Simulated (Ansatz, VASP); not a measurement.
**SiAs3 in two plane-wave programs**

Wanted: the spread between two codes on one cell, functional and k mesh. The two relaxations start from unlike cells of this crystal (the structure described is Ansatz's start), so only their ends are compared.

Main program and level: Ansatz 0.2.0; plane waves, with VASP 6.6.1 beside it; relaxation of cell and atoms at PBE.

## Step 1: The starting structure

The structure is hexagonal, space group P6_3/mmc (No. 194). Conventional cell: a = 5.932 Å, b = 5.932 Å, c = 4.646 Å, α = 90.00°, β = 90.00°, γ = 120.00°. As has 4 Si at 2.87 to 2.97 Å and 8 As at 2.90 to 3.03 Å nearest. Nearest to Si lie 12 As at 2.87 to 2.97 Å. Farther neighbours are not listed.

## Step 2: Ansatz: relaxation of cell and atoms, PBE

Ansatz runs on its PAW soft_1 files.

The relaxed volume is the usual yardstick between codes: in a stiff, nearly cubic crystal its relative difference is about their pressure difference at one cell divided by the bulk modulus.

input.yaml reads:

```yaml
crystal:
  lattice:
    - [5.932, 0.0, 0.0]
    - [-2.966, 5.137262695, 0.0]
    - [0.0, 0.0, 4.646]
  atoms:
    - { symbol: As, position: [0.170100005, 0.34020001, 0.25] }
    - { symbol: As, position: [0.170100005, 0.829899995, 0.25] }
    - { symbol: As, position: [0.65979999, 0.829899995, 0.25] }
    - { symbol: As, position: [0.829899995, 0.65979999, 0.75] }
    - { symbol: As, position: [0.829899995, 0.170100005, 0.75] }
    - { symbol: As, position: [0.34020001, 0.170100005, 0.75] }
    - { symbol: Si, position: [0.333333333, 0.666666667, 0.75] }
    - { symbol: Si, position: [0.666666667, 0.333333333, 0.25] }
kpoints:
  mp_grid: { grid: [5, 5, 6] }
scf:
  occupations: { method: fermi_dirac, width: 0.05 }
hamiltonian:
  xc: pbe
  pseudopotentials: { kind: paw, azcp: { folder: soft_1 } }
relax:
  f_tol: 0.015
  max_steps: 70
  cell: {}
output:
  forces: true
  stress: true
```

Launch:

```
$ ansatz run input.yaml --threads 4 --pin off --max-ram 10240MiB --backend cpu --events-out ev --progress --plain --runs-dir out
```

Numbers of over 12 decimals in the logs are rounded to 6 here.

The program printed:

```text
Engine: ansatz 0.2.0, aarch64-unknown-linux-gnu
Pseudopotentials: kind: paw
Pseudopotential: As, paw, valence charge 15, recommended cutoff 420 eV (normal), soft_1/As.paw.azcp
Pseudopotential: Si, paw, valence charge 4, recommended cutoff 420 eV (normal), soft_1/Si.paw.azcp
Functional definition: PBE
  parameter kappa = 0.804
  parameter beta = 0.066725
  exchange = pbe_x(kappa = kappa, mu = beta*pi^2/3)
  correlation = pbe_c(beta = beta)
Crystal: 8 atoms, lattice volume = 141.583 Å³
Basis set: ecut = 420 eV, 2775 PW (Γ), exchange–correlation on 80×80×64 points (8 copies of the dense FFT grid, shifted against one another)
Bands: 59, of which v1, the nominal top of the filled ones, is band 49 counted from 1 (48 counted from 0)
Symmetry: 24 space group operations
Space group: P63/mmc (ITA 194), of the structure as read, at distance tolerance 5.2e-5 Å
k-points: 20 of 150
Non-local potential: As, projectors of the file, l = 0: 2, l = 1: 2, l = 2: 3, l = 3: 1
Non-local potential: Si, projectors of the file, l = 0: 2, l = 1: 2, l = 2: 1
PAW form: soft (Blöchl's): semilocal exchange-correlation on the pseudo side does not see the compensation charge
PAW one-centre angular grid: As, 590 points (default); XC on 64 Gauss nodes
PAW one-centre angular grid: Si, 110 points (default); XC on 64 Gauss nodes
Initial density: superposition of atomic densities (chi_scale 0.1, normalization cell, long waves kept (reshape's long-wave potential 0.01 eV rms))
Initial wavefunctions: pseudopotential atomic-orbital guess
Functional: x = pbe(κ = 0.804, μ = 0.219515), c = pbe(β = 0.066725)
SCF iter   1: F=—  HF=-30404.170257 eV  |F-HF|=—  |Δ(HF+E_count)|=         —  Δρ=1.59e-2  dr2=7.32e-1  ethr=3.10e-3  ⟨swp⟩=6.2  Hψ=4360  notcnv=0  defer=2
preconditioner: auto → Kerker (q_TF=auto, 2.566 Å⁻¹)  [metal: Δε(μ)=0.063 eV  Ē_g=8.385 eV  σ=0.050 eV  W_gap=0.30  n_scr=44 (ndim 8)  ℏωp=19.2 eV  f_vac=0.000  D(μ)=4.32/eV (n_scr^D=26)]
SCF iter   2: F=—  HF=-30404.052023 eV  |F-HF|=—  |Δ(HF+E_count)|=   1.18e-1  Δρ=9.87e-3  dr2=2.81e-1  ethr=7.47e-4  ⟨swp⟩=2.0  Hψ=1505  notcnv=0  defer=36
SCF iter   3: F=—  HF=-30403.979814 eV  |F-HF|=—  |Δ(HF+E_count)|=   7.22e-2  Δρ=1.47e-3  dr2=4.96e-3  ethr=2.87e-4  ⟨swp⟩=2.9  Hψ=1654  notcnv=0  defer=36
SCF iter   4: F=—  HF=-30403.978562 eV  |F-HF|=—  |Δ(HF+E_count)|=   1.25e-3  Δρ=7.16e-4  dr2=1.18e-3  ethr=5.06e-6  ⟨swp⟩=2.0  Hψ=2233  notcnv=0  defer=36
SCF iter   5: F=—  HF=-30403.978261 eV  |F-HF|=—  |Δ(HF+E_count)|=   3.01e-4  Δρ=2.39e-4  dr2=1.83e-4  ethr=1.21e-6  ⟨swp⟩=2.0  Hψ=2112  notcnv=0  defer=36
SCF iter   6: F=—  HF=-30403.978232 eV  |F-HF|=—  |Δ(HF+E_count)|=   2.90e-5  Δρ=7.40e-5  dr2=1.18e-5  ethr=1.87e-7  ⟨swp⟩=3.0  Hψ=2202  notcnv=0  defer=36
SCF iter   7: F=—  HF=-30403.978241 eV  |F-HF|=—  |Δ(HF+E_count)|=   9.46e-6  Δρ=1.56e-5  dr2=3.25e-7  ethr=1.20e-8  ⟨swp⟩=2.0  Hψ=2154  notcnv=0  defer=36
SCF iter   8: F=-30403.978241 eV  HF=-30403.978241 eV  |F-HF|=1.56e-9  |Δ(HF+E_count)|=   1.08e-8  Δρ=3.79e-6  dr2=1.31e-8  ethr=1.02e-10  ⟨swp⟩=4.3  Hψ=4209  notcnv=0
SCF 1 converged in 8 iterations: F = -30403.978241 eV  dr2 = 1.31e-8
  greatest PAW one-centre occupation: 0.999 electrons in one spin orbital (limit 2), on the As atom at site 5 (counted from 0), in its partial waves of l = 2
relax step   1: F+E_penalty+E_count = -30403.97824100 eV  Δ(F+E_penalty+E_count) = +0.000e0 eV  max|allowed force component| = 2.147e-1 eV/Å  Δτ_max = 0.0000 Å  P = +2.634 GPa  Ω = 141.583 Å³  (8 SCF iters, dr2 threshold 1.00e-7 eV, accepted)
[...]
relax step  12: F+E_penalty+E_count = -30404.40443957 eV  Δ(F+E_penalty+E_count) = -8.078e-5 eV  max|allowed force component| = 1.982e-4 eV/Å  Δτ_max = 0.0004 Å  P = +0.013 GPa  Ω = 153.445 Å³  energy of the carried Pulay correction = -1.927e-3 eV  (3 SCF iters, dr2 threshold 3.15e-8 eV, accepted)
[...]
relax step  13: F+E_penalty+E_count = -30404.41233825 eV  Δ(F+E_penalty+E_count) = -7.899e-3 eV  max|allowed force component| = 6.311e-5 eV/Å  Δτ_max = 0.0000 Å  P = +0.092 GPa  Ω = 153.445 Å³  stress off target by 1.89e-1 GPa  SCF on the basis re-selected at this cell (its energy is not comparable with the rows above)  (6 SCF iters)
[...]
relax step  14: F+E_penalty+E_count = -30404.41243149 eV  Δ(F+E_penalty+E_count) = -9.324e-5 eV  max|allowed force component| = 3.521e-4 eV/Å  Δτ_max = 0.0008 Å  P = +0.004 GPa  Ω = 153.716 Å³  energy of the carried Pulay correction = -4.037e-5 eV  (3 SCF iters, dr2 threshold 8.93e-8 eV, accepted)
[...]
relax step  15: F+E_penalty+E_count = -30404.41246522 eV  Δ(F+E_penalty+E_count) = -3.373e-5 eV  max|allowed force component| = 3.424e-4 eV/Å  Δτ_max = 0.0000 Å  P = +0.004 GPa  Ω = 153.716 Å³  stress off target by 1.05e-2 GPa  SCF on the basis re-selected at this cell (its energy is not comparable with the rows above)  (6 SCF iters)
basis re-selected at this cell: Δ(F+E_penalty+E_count) = -3.373e-5 eV, ΔP = -0.000 GPa vs the last step (what re-selecting the basis moved, of the pressure what is left beyond the Pulay correction that the steps carried, after the strain that the cell walked since its last selection, with what the two solves' SCF thresholds leave and, on support functions, any second-order correction that the steps lacked; it is no m [...]
SCF converged after 6 iterations
Free energy (F): -30404.412465 eV
Harris-Foulkes:  -30404.412465 eV  (|F-HF|=7.28e-12)
Internal energy: -30404.386877 eV  (E = F + TS)
E sigma→0 (E₀):  -30404.399671 eV
Entropy (-TS):   -0.025588 eV (-3.199 meV/atom)
Fermi energy:    10.687851 eV
--- Per-component energies (eV) ---
  E_band       = -1355.981844
  E_kinetic    = 651.773005
  E_local      = -11757.615334  (includes V_loc(G=0)·N_el)
  E_nonlocal   = -2312.367226
  E_hartree    = 6635.588990
  E_xc         = -532.566143
  E_vxc        = -534.002846  (∫ρ·V_xc dr)
  E_paw        = -13101.018388  (= ΣΔE_a)
  E_vpaw       = -674.947447  (= ΣTr[D̂ρ^β])
  E_aug_tail   = 0.000056  (compensation charges beyond the density's cutoff)
  E_ewald      = -9988.181837
  E_smearing   = -0.025588  (= −TS)
  E_closure    = -0.000000  (closes the sum)
  Σ components = -30404.412465   (vs F -30404.412465, Δ=0.00e0)
--- Forces (eV/Å), atoms counted from 1 ---
  atom   1  As     0.00000000     0.00034244     0.00000000
  atom   2  As     0.00029656    -0.00017122    -0.00000000
  atom   3  As    -0.00029656    -0.00017122    -0.00000000
  atom   4  As     0.00000000    -0.00034244    -0.00000000
  atom   5  As    -0.00029656     0.00017122     0.00000000
  atom   6  As     0.00029656     0.00017122     0.00000000
  atom   7  Si     0.00000000    -0.00000000    -0.00000000
  atom   8  Si     0.00000000     0.00000000     0.00000000
  max |Σ_I F_I| component: 2.55e-17 eV/Å
--- Stress (GPa, compression-positive) ---
        0.000234      -0.000000       0.000000
       -0.000000       0.000234       0.000000
        0.000000       0.000000       0.010502
  P = ⅓ Tr σ = 0.0037 GPa (0.037 kbar)
--- Relaxed structure (13 steps of the walk, 12 accepted, 2 SCFs on fresh bases) ---
  F+E_penalty+E_count = -30404.41246522 eV   max|allowed force component| = 3.424e-4 eV/Å   (the final SCF, on the basis selected at the relaxed cell)
  cell:  # Å, volume = 153.7155 Å³
    - [5.839433, 0, 0.0]
    - [-2.919717, 5.057098, 0.0]
    - [0.0, 0.0, 5.205299]
  atoms:
    - { symbol: As, position: [0.182219, 0.364438, 0.250000] }
    - { symbol: As, position: [0.182219, 0.817781, 0.250000] }
    - { symbol: As, position: [0.635562, 0.817781, 0.250000] }
    - { symbol: As, position: [0.817781, 0.635562, 0.750000] }
    - { symbol: As, position: [0.817781, 0.182219, 0.750000] }
    - { symbol: As, position: [0.364438, 0.182219, 0.750000] }
    - { symbol: Si, position: [0.333333, 0.666667, 0.750000] }
    - { symbol: Si, position: [0.666667, 0.333333, 0.250000] }
```

In the SCF lines HF is the Harris–Foulkes energy and dr2 the Hartree energy of the density residual, in eV; the loop may stop once dr2 is under the threshold and the program's other checks hold. Hψ counts applications of the Hamiltonian.

## Step 3: VASP: relaxation of cell and atoms, PBE

Its own start cell and the same functional, mesh and smearing now go to VASP, with its own data sets.

Lines of VASP's logs that name or quote its potential files are left out, and so is its time.

INCAR reads:

```
SYSTEM = SiAs3
PREC = Accurate
ENCUT = 500
EDIFF = 1E-07
NELM = 120
ISMEAR = -1
SIGMA = 0.05
LREAL = .FALSE.
ALGO = Normal
GGA = PE
NBANDS = 27
LORBIT = 11
LWAVE = .FALSE.
LCHARG = .FALSE.
ISIF = 3
IBRION = 2
NSW = 80
EDIFFG = -0.005
LASPH = .TRUE.
GGA_COMPAT = .FALSE.
NELMIN = 4
KPAR = 2
```

POSCAR reads:

```
SiAs3
1.0
    5.8385646509      0.0000000000      0.0000000000
   -2.9192823255      5.0563455979      0.0000000000
    0.0000000000      0.0000000000      5.2037932836
As Si
6 2
Direct
    0.1818355637      0.3636711274      0.2500000000
    0.1818355302      0.8181643390      0.2500000000
    0.6363288088      0.8181643390      0.2500000000
    0.8181644363      0.6363288726      0.7500000000
    0.8181643725      0.1818354664      0.7500000000
    0.3636710939      0.1818354664      0.7500000000
    0.3333333333      0.6666666667      0.7500000000
    0.6666666667      0.3333333333      0.2500000000
```

KPOINTS reads:

```
Automatic mesh
0
Gamma
5 5 6
0 0 0
```

PAW data sets: As and Si (PBE family, release 64).

Launch:

```
$ mpirun -np 2 vasp_std
```

The program printed:

```text
[banner, memory and clock lines left out]
running    2 mpi-ranks, on    1 nodes
 distrk:  each k-point on    1 cores,    2 groups
 distr:  one band on    1 cores,    1 groups

 POSCAR found type information on POSCAR AsSi
 POSCAR found :  2 types and       8 ions
 LDA part: xc-table for (Slater+PW92), standard interpolation
 POSCAR, INCAR and KPOINTS ok, starting setup
 FFT: planning ... GRIDC
 FFT: planning ... GRID_SOFT
 FFT: planning ... GRID
 WAVECAR not read
 entering main loop
       N       E                     dE             d eps       ncg     rms          rms(c)
DAV:   1     0.130118658196E+03    0.13012E+03   -0.15015E+04  1080   0.116E+03
DAV:   2    -0.233758892189E+02   -0.15349E+03   -0.14864E+03  1349   0.173E+02
DAV:   3    -0.347015788886E+02   -0.11326E+02   -0.11124E+02  1409   0.449E+01
DAV:   4    -0.348790190147E+02   -0.17744E+00   -0.17653E+00  1354   0.608E+00
DAV:   5    -0.348817533177E+02   -0.27343E-02   -0.27306E-02  1424   0.696E-01    0.546E+00
DAV:   6    -0.348342137749E+02    0.47540E-01   -0.52934E-02  1378   0.984E-01    0.317E+00
DAV:   7    -0.348179158012E+02    0.16298E-01   -0.61757E-02  1274   0.106E+00    0.216E-01
DAV:   8    -0.348179131146E+02    0.26866E-05   -0.82419E-03  1274   0.397E-01    0.118E-01
DAV:   9    -0.348179560650E+02   -0.42950E-04   -0.39793E-04  1396   0.100E-01    0.698E-02
DAV:  10    -0.348179454245E+02    0.10641E-04   -0.24858E-05  1341   0.234E-02    0.102E-02
DAV:  11    -0.348179468717E+02   -0.14472E-05   -0.45805E-06  1388   0.973E-03    0.425E-03
DAV:  12    -0.348179470646E+02   -0.19297E-06   -0.71847E-07  1330   0.383E-03    0.244E-03
DAV:  13    -0.348179468815E+02    0.18312E-06   -0.15210E-07   778   0.159E-03    0.662E-04
DAV:  14    -0.348179469773E+02   -0.95827E-07   -0.33578E-08   750   0.790E-04
   1 F= -.34817947E+02 E0= -.34805257E+02  d E =-.348179E+02
 curvature:   0.00 expect dE= 0.000E+00 dE for cont linesearch  0.000E+00
 trial: gam= 0.00000 g(F)=  0.342E-06 g(S)=  0.146E-04 ort = 0.000E+00 (trialstep = 0.100E+01)
 search vector abs. value=  0.150E-04
 bond charge predicted
       N       E                     dE             d eps       ncg     rms          rms(c)
DAV:   1    -0.348179667330E+02   -0.19851E-04   -0.46953E-04  1157   0.872E-02    0.150E-02
DAV:   2    -0.348179592636E+02    0.74693E-05   -0.20978E-05  1322   0.206E-02    0.842E-03
DAV:   3    -0.348179551017E+02    0.41619E-05   -0.92271E-06  1301   0.117E-02    0.169E-03
DAV:   4    -0.348179549956E+02    0.10617E-06   -0.71348E-07  1351   0.379E-03    0.878E-04
DAV:   5    -0.348179549873E+02    0.82143E-08   -0.61019E-08   686   0.111E-03
   2 F= -.34817955E+02 E0= -.34805293E+02  d E =-.801000E-05
 trial-energy change:   -0.000008  1 .order   -0.000009   -0.000015   -0.000003
 step:   1.4217(harm=  1.2043)  dis= 0.00007  next Energy=   -34.817955 (dE=-0.849E-05)
 reached required accuracy - stopping structural energy minimisation
```

[end of part 1 of 2]

[Lines on the potential files, build, host, timing and source positions are cut from VASP's logs without a mark.]

[Logs are printed without paths, hosts, clocks, repeated set-up lines and the standing remarks that a program may print on its own settings, such as how far it seeks lower states.]

[Hosts, paths, dates, database ids (printed as entryN), source tags and the programs' standing remarks are cut or masked in the printed files.]
